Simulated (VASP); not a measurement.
Energy against volume of CsCl (CsCl type). Calculation: AM05 GGA, VASP's PBE PAW potentials (set 64) (plane waves; VASP). Numerical set-up: 520 eV cut-off, 6×6×6 Γ-centred mesh, Gaussian smearing of 0.050 eV, potentials Cs_sv Cl.

```
V (Å³/atom)  E (eV/atom)
-----------  -----------
34.890          -3.22211
35.969          -3.22397
37.048          -3.22293
38.127          -3.21949
```

Fit these four points and predict the energy of the run at 33.811 Å³/atom.

A cubic in V^(−2/3), the third-order Birch-Murnaghan form, passes through the four points with V0 = 36.09 Å³/atom and B0 = 14 GPa, and gives -3.2167 eV/atom there. The run gave -3.2167 eV/atom, -0.0 meV/atom from the fit; all five points give B0 = 14 GPa.

The compound is CsCl in the CsCl type structure. It was relaxed first.
